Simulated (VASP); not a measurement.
Set up this calculation in VASP 6.6.1, as the native input.

```
Task                   : single point
Functional             : PBE
Potentials or basis    : VASP PAW PBE potentials, release 64 (Cl, B, Br)
Cutoff                 : 520 eV
k mesh                 : 1 × 1 × 1
Occupations            : gaussian, width 0.01 eV
Spin                   : no spin polarisation
Further INCAR settings : ALGO = Fast; EDIFF = 1e-07
```

The structure of Cl2BBr lies in POSCAR:

```
BBrCl2
1.0
   11.0000000000      0.0000000000      0.0000000000
    0.0000000000     12.0000000000      0.0000000000
    0.0000000000      0.0000000000     12.0000000000
Cl B Br
2 1 1
Direct
    0.5719300000      0.5833070000      0.6163140000
    0.5637930000      0.3884740000      0.4557430000
    0.5194110000      0.5228870000      0.4944670000
    0.4231620000      0.6145620000      0.3851500000
```

The cell isn't the ideal one: atoms moved at random, drawn with an rms of 0.05 Å.

The input as run:

INCAR

```
  PREC = Accurate
  ENCUT = 520
  EDIFF = 1E-7
  ISMEAR = 0
  SIGMA = 0.01
  LREAL = F
  LASPH = T
  NELM = 80
  ALGO = Fast
  ISIF = 2
  LWAVE = F
  LCHARG = F
  GGA = PE
```

KPOINTS

```
regular mesh
0
Gamma
  1 1 1
```

Potentials or basis: VASP PAW PBE potentials, release 64 (Cl, B, Br).

Run with:

```sh
$ cat potpaw_PBE.64/Cl/POTCAR potpaw_PBE.64/B/POTCAR potpaw_PBE.64/Br/POTCAR > POTCAR
$ mpirun -np 1 vasp_gam > vasp.out
```

Results of the run:

| Property | Result |
| --- | --- |
| Largest force | 1.352 eV/Å |
| Gap between the frontier levels | 4.30 eV |

Wall time 79 s on 1 thread of AMD EPYC 9R45 (Zen 5), on a shared host, peak memory 1.1 GiB.
